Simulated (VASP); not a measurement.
These are LDA (Ceperley-Alder, Perdew-Zunger), VASP's LDA PAW potentials (set 64) (plane waves; VASP 6.6.1) values and carry that method's errors.

VASP ran on this input.

### INCAR
```
SIGMA  =  0.05   ! width (eV)
IBRION  =  2   ! conjugate gradients
LWAVE  =  .False.
ALGO  =  Normal   ! blocked Davidson
ISMEAR  =  0   ! Gaussian
EDIFFG  =  -0.02   ! ionic stop
LREAL  =  .False.
SYSTEM  =  Se
PREC  =  Accurate
EDIFF  =  1E-6   ! SCF stop (eV)
LCHARG  =  .False.
NSW  =  60
LMAXMIX  =  4   ! l cut-off of mixed one-centre charges
ISIF  =  3
NELM  =  100   ! most electronic steps
LASPH  =  .True.   ! aspherical one-centre terms
ENCUT  =  400   ! plane-wave cut-off (eV)
```

File KPOINTS:
```
Regular mesh
0
G
 6 6 4
0 0 0
```

POSCAR:
```
Se
1
    2.0042216661    -3.4714137444    -0.0000000000
    2.0042216661     3.4714137444     0.0000000000
    0.0000000000    -0.0000000000     5.0432255048
Se
3
Direct
  1.0000000000   0.2542778122   0.6666670000
  0.7457221878   0.7457221878   0.0000000000
  0.2542778122   1.0000000000   0.3333330000
```

POTCAR, in this order: Se (LDA.64 set). Program: vasp_std.

Output of the run:

OSZICAR:
```
       N       E                     dE             d eps       ncg     rms          rms(c)
DAV:   1     0.749371173434E+02    0.74937E+02   -0.65425E+03   624   0.953E+02
DAV:   2    -0.765054257622E+01   -0.82588E+02   -0.79272E+02   841   0.171E+02
DAV:   3    -0.125173644114E+02   -0.48668E+01   -0.48327E+01   764   0.474E+01
DAV:   4    -0.125589089876E+02   -0.41545E-01   -0.41527E-01   709   0.526E+00
DAV:   5    -0.125592162226E+02   -0.30724E-03   -0.30722E-03   759   0.434E-01    0.760E+00
DAV:   6    -0.124935998560E+02    0.65616E-01   -0.33627E-02   669   0.130E+00    0.465E+00
DAV:   7    -0.124691088125E+02    0.24491E-01   -0.64050E-02   659   0.173E+00    0.187E-01
DAV:   8    -0.124682225109E+02    0.88630E-03   -0.89330E-03   644   0.677E-01    0.111E-01
DAV:   9    -0.124682508991E+02   -0.28388E-04   -0.26083E-04   769   0.127E-01    0.289E-02
DAV:  10    -0.124682426191E+02    0.82800E-05   -0.32469E-05   714   0.421E-02    0.678E-03
DAV:  11    -0.124682430176E+02   -0.39849E-06   -0.65878E-06   684   0.164E-02
   1 F= -.12468243E+02 E0= -.12468243E+02  d E =-.124682E+02
       N       E                     dE             d eps       ncg     rms          rms(c)
DAV:   1    -0.124717907381E+02   -0.35481E-02   -0.10817E-01   629   0.198E+00    0.201E-01
DAV:   2    -0.124708136856E+02    0.97705E-03   -0.29518E-03   694   0.375E-01    0.104E-01
DAV:   3    -0.124704737857E+02    0.33990E-03   -0.93006E-04   704   0.185E-01    0.303E-02
DAV:   4    -0.124704704948E+02    0.32909E-05   -0.56438E-05   689   0.535E-02    0.130E-02
DAV:   5    -0.124704696821E+02    0.81266E-06   -0.31070E-06   637   0.126E-02
   2 F= -.12470470E+02 E0= -.12470470E+02  d E =-.222666E-02
       N       E                     dE             d eps       ncg     rms          rms(c)
DAV:   1    -0.124798043795E+02   -0.93339E-02   -0.57928E-01   629   0.458E+00    0.467E-01
DAV:   2    -0.124745636521E+02    0.52407E-02   -0.15888E-02   694   0.869E-01    0.240E-01
DAV:   3    -0.124727294160E+02    0.18342E-02   -0.49606E-03   704   0.428E-01    0.696E-02
DAV:   4    -0.124727112739E+02    0.18142E-04   -0.29650E-04   689   0.122E-01    0.303E-02
DAV:   5    -0.124727068866E+02    0.43873E-05   -0.16389E-05   734   0.292E-02    0.805E-03
DAV:   6    -0.124727068289E+02    0.57702E-07   -0.23170E-06   503   0.103E-02
   3 F= -.12472707E+02 E0= -.12472707E+02  d E =-.446381E-02
       N       E                     dE             d eps       ncg     rms          rms(c)
DAV:   1    -0.124727212802E+02   -0.14394E-04   -0.89435E-04   624   0.180E-01    0.181E-02
DAV:   2    -0.124727128882E+02    0.83920E-05   -0.24699E-05   689   0.344E-02    0.947E-03
DAV:   3    -0.124727099893E+02    0.28989E-05   -0.80823E-06   689   0.172E-02    0.275E-03
DAV:   4    -0.124727099582E+02    0.31080E-07   -0.43877E-07   322   0.486E-03
   4 F= -.12472710E+02 E0= -.12472710E+02  d E =-.446694E-02
       N       E                     dE             d eps       ncg     rms          rms(c)
DAV:   1    -0.124728739513E+02   -0.16396E-03   -0.28731E-02   624   0.105E+00    0.932E-02
DAV:   2    -0.124729810026E+02   -0.10705E-03   -0.14514E-03   734   0.258E-01    0.222E-02
DAV:   3    -0.124729672768E+02    0.13726E-04   -0.20413E-05   674   0.335E-02    0.123E-02
DAV:   4    -0.124729641603E+02    0.31165E-05   -0.13135E-05   674   0.227E-02    0.410E-03
DAV:   5    -0.124729641622E+02   -0.19054E-08   -0.10004E-06   322   0.741E-03
   5 F= -.12472964E+02 E0= -.12472964E+02  d E =-.254204E-03
       N       E                     dE             d eps       ncg     rms          rms(c)
DAV:   1    -0.124729745320E+02   -0.10372E-04   -0.69737E-03   624   0.515E-01    0.463E-02
DAV:   2    -0.124730006043E+02   -0.26072E-04   -0.35213E-04   739   0.127E-01    0.109E-02
DAV:   3    -0.124729973156E+02    0.32887E-05   -0.49065E-06   674   0.164E-02    0.605E-03
DAV:   4    -0.124729965477E+02    0.76785E-06   -0.29620E-06   462   0.111E-02
   6 F= -.12472997E+02 E0= -.12472996E+02  d E =-.286590E-03
       N       E                     dE             d eps       ncg     rms          rms(c)
DAV:   1    -0.124732864628E+02   -0.28915E-03   -0.87272E-03   624   0.571E-01    0.603E-02
DAV:   2    -0.124731826918E+02    0.10377E-03   -0.36549E-04   674   0.131E-01    0.350E-02
DAV:   3    -0.124731365924E+02    0.46099E-04   -0.11069E-04   659   0.590E-02    0.986E-03
DAV:   4    -0.124731354833E+02    0.11091E-05   -0.34873E-06   704   0.122E-02    0.534E-03
DAV:   5    -0.124731353248E+02    0.15844E-06   -0.15991E-07   312   0.318E-03
   7 F= -.12473135E+02 E0= -.12473135E+02  d E =-.138777E-03
       N       E                     dE             d eps       ncg     rms          rms(c)
DAV:   1    -0.124740965210E+02   -0.96104E-03   -0.47737E-02   624   0.134E+00    0.141E-01
DAV:   2    -0.124735258919E+02    0.57063E-03   -0.20049E-03   674   0.306E-01    0.822E-02
DAV:   3    -0.124732738601E+02    0.25203E-03   -0.61176E-04   659   0.139E-01    0.229E-02
DAV:   4    -0.124732682280E+02    0.56321E-05   -0.18197E-05   739   0.280E-02    0.124E-02
DAV:   5    -0.124732673708E+02    0.85718E-06   -0.87537E-07   342   0.743E-03
   8 F= -.12473267E+02 E0= -.12473267E+02  d E =-.270823E-03
```

OUTCAR:
```
------------------------ aborting loop because EDIFF is reached ----------------------------------------
  FORCE on cell =-STRESS in cart. coord.  units (eV):
  Direction    XX          YY          ZZ          XY          YZ          ZX
  --------------------------------------------------------------------------------------
  Total        0.0038058      0.0038058      0.0037379      0.0000000      0.0000000      0.0000000
  in kB        0.0881124      0.0881124      0.0865414      0.0000000      0.0000000      0.0000000
  external PRESSURE =       0.0875887 kB  Pullay stress =       0.0000000 kB
  volume of cell :       69.20
      direct lattice vectors                 reciprocal lattice vectors
     1.975097059 -3.420968446  0.000000000     0.253152116 -0.146157443  0.000000000
     1.975097059  3.420968446 -0.000000000     0.253152116  0.146157443 -0.000000000
     0.000000000  0.000000000  5.120902206     0.000000000  0.000000000  0.195278090
 POSITION                                       TOTAL-FORCE (eV/Angst)
 -----------------------------------------------------------------------------------
      2.48041     -2.54574      3.41394         0.000618      0.001070     -0.000000
      2.93957      0.00000      0.00000        -0.001236     -0.000000      0.000000
      2.48041      2.54574      1.70697         0.000618     -0.001070      0.000000
 -----------------------------------------------------------------------------------
    total drift:                               -0.000235     -0.000443      0.000013
  FREE ENERGIE OF THE ION-ELECTRON SYSTEM (eV)
  ---------------------------------------------------
  free  energy   TOTEN  =       -12.4732673708 eV

  energy  without entropy=      -12.4732669346  energy(sigma->0) =      -12.47326715

 reached required accuracy - stopping structural energy minimisation
```
(Selected blocks of OUTCAR.)

File CONTCAR:
```
Se
   1.00000000000000
     1.9750970589824435   -3.4209684455959217    0.0000000000000000
     1.9750970589824435    3.4209684455959217   -0.0000000000000000
     0.0000000000000000    0.0000000000000000    5.1209022064225804
  Se
     3
Direct
     0.9999999999999978    0.2558428298625801    0.6666669999999968
     0.7441571701374221    0.7441571701374221    0.0000000000000000
     0.2558428298625801    0.9999999999999978    0.3333330000000032
```

The compound is Se in the trig structure. This run relaxes it. Symmetry was kept, so distortions that lower it aren't found. The start is the result of an earlier pass.
